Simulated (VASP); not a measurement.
Here is the system:

```
CELL_PARAMETERS angstrom
      3.23730     0.00000     0.00000
     -1.61865     2.80359     0.00000
      0.00000     0.00000     3.73194
ATOMIC_POSITIONS crystal
  Tm 0.00000 0.00000 0.00000
  B  0.33333 0.66667 0.50000
  B  0.66667 0.33333 0.50000
```

Computed with PBEsol GGA, VASP's PBE PAW potentials (set 64) (plane waves; VASP). Settings: 520 eV cut-off, 10×10×8 Γ-centred mesh, first-order Methfessel-Paxton smearing of 0.10 eV, potentials Tm_3 B.

The 4f electrons are frozen in the core of the lanthanide potential, so 4f levels, which can set the real gap, and their magnetism are missing.

### Question
What does the run give for the energy per atom (σ→0), band gap (on the k-mesh) with the smallest direct gap where there is one?

### Answer

```json
{
  "band gap (on the k-mesh)": "none (metal, semimetal or under 0.01 eV)",
  "energy per atom (σ→0)": "-7.038 eV/atom"
}
```

The absolute energy has meaning only against runs of the same code, potentials and settings.

The structure comes from a computed database's TmB2 entry (P6/mmm); how it stands against other phases isn't given here. It was relaxed first. The start is the result of an earlier pass. The electron count is odd and the run is not spin-polarised, which forces a metal.
